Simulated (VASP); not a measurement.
Here is the system:

```xyz
8
Lattice="4.6544 0.0000 0.0000 0.0000 4.6544 0.0000 0.0000 0.0000 4.6544" Properties=species:S:1:pos:R:3 pbc="T T T"
Zr     0.0000     0.0000     0.0000
Zr     2.3272     2.3272     0.0000
Zr     2.3272     0.0000     2.3272
C      2.3272     2.3272     2.3272
C      0.0000     0.0000     2.3272
C      0.0000     2.3272     0.0000
C      2.3272     0.0000     0.0000
Hf     0.0000     2.3272     2.3272
```

Calculation: PBEsol GGA, VASP's PBE PAW potentials (set 64) (plane waves; VASP). Settings: 520 eV cut-off, Gaussian smearing of 0.050 eV, potentials Zr_sv C Hf_pv.

Unless said otherwise, spin-orbit coupling is left out, though it shifts the bands of the heavy elements here.

Q: Predict the band gap (along the path) with the smallest direct gap where there is one.

A: 
The band gap (along the path) is none (metal, semimetal or under 0.01 eV).

The structure was generated: HfZr3C4 was put into an ordered model structure (Pm-3m), which need not be its known phase. It was relaxed first.
